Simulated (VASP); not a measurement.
Data:

```xyz
2
Lattice="0.0000 2.4900 2.4900 2.4900 0.0000 2.4900 2.4900 2.4900 0.0000" Properties=species:S:1:pos:R:3 pbc="T T T"
Gd     0.0000     0.0000     0.0000
N      2.4900     2.4900     2.4900
```

These are AM05 GGA, VASP's PBE PAW potentials (set 64) (plane waves; VASP) values and carry that method's errors. Run with 520 eV cut-off, 8×8×8 Γ-centred mesh, Gaussian smearing of 0.050 eV, potentials Gd_3 N.

The 4f electrons are frozen in the core of the lanthanide potential, so 4f levels, which can set the real gap, and their magnetism are missing. Energy and stress use the plane-wave basis of the starting cell.

Question: The ions, cell shape and volume are relaxed. Which structure does the run end with?

Answer: 
```xyz
2
Lattice="0.0000 2.4629 2.4629 2.4629 0.0000 2.4629 2.4629 2.4629 0.0000" Properties=species:S:1:pos:R:3 pbc="T T T"
Gd     0.0000     0.0000     0.0000
N      2.4629     2.4629     2.4629
```
Space group Fm-3m (225), at a tolerance of 0.03 Å.

Question: How do energy and volume change from the first to the last step?

Answer: The energy (σ→0) changes by -8.3 meV/atom and the volume by -3.2 %, in 3 ionic steps.

```tsv
step	E(σ→0) (eV)	max force (eV/Å)	pressure (GPa)	volume (Å³)
1	-16.5928	0.000	-5.11	30.88
2	-16.5849	0.000	7.09	28.73
3	-16.6094	0.000	-0.04	29.88
```

The compound is GdN in the rock salt structure. This run relaxes it. Symmetry was kept, so distortions that lower it aren't found.
